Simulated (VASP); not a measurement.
An input for Quantum ESPRESSO's pw.x (written as the equivalent of a VASP run, and not itself run):

```
&CONTROL
  calculation = 'scf'
  pseudo_dir = './pseudo'
  outdir = './out'
  tprnfor = .true.
  tstress = .true.
/
&SYSTEM
  ibrav = 0
  nat = 2
  ntyp = 2
  ecutwfc = 68
  occupations = 'smearing'
  smearing = 'gaussian'
  degauss = 0.000735
  input_dft = 'pbe'
/
&ELECTRONS
  conv_thr = 7.3e-08
  electron_maxstep = 100
/
ATOMIC_SPECIES
  Ca 40.078 Ca.upf
  S 32.060 S.upf
CELL_PARAMETERS angstrom
     0.0000000    2.8397730    2.8397730
     2.8397730    0.0000000    2.8397730
     2.8397730    2.8397730    0.0000000
ATOMIC_POSITIONS crystal
  Ca   0.0000000  0.0000000  0.0000000
  S    0.5000000  0.5000000  0.5000000
K_POINTS automatic
  7 7 7 0 0 0
```

Translate this input to VASP (INCAR, KPOINTS, POSCAR, choice of POTCAR).

One answer among several that fit: 
### KPOINTS
```
Regular mesh
0
Gamma
  7 7 7
```

INCAR:
```
SYSTEM = CaS
PREC = Accurate
ENCUT = 300
EDIFF = 1E-6
NELM = 100
ALGO = Normal
LREAL = .FALSE.
LASPH = .TRUE.
ISMEAR = 0
SIGMA = 0.01
GGA = PE
LWAVE = .FALSE.
LCHARG = .FALSE.
ISIF = 2
```

### POSCAR
```
CaS
2.8397730
  0.0000000000   1.0000000000   1.0000000000
  1.0000000000   0.0000000000   1.0000000000
  1.0000000000   1.0000000000   0.0000000000
Ca S
1 1
Cartesian
  0.0000000000   0.0000000000   0.0000000000
  1.0000000000   1.0000000000   1.0000000000
```

POTCAR, in this order: Ca_sv S (PBE.64 set). Program: vasp_std.

Limits of the translation: the potentials are each code's own (VASP's PAW set, PseudoDojo norm-conserving files in pw.x), so ENCUT and ecutwfc are chosen apart and not converted; conv_thr bounds pw.x's estimated SCF error, while EDIFF bounds the energy change between steps.

The structure comes from a computed database's CaS entry; how it stands against other phases isn't given here. The cell was not relaxed at this level, and its volume differs by -5.9 % from the start's.
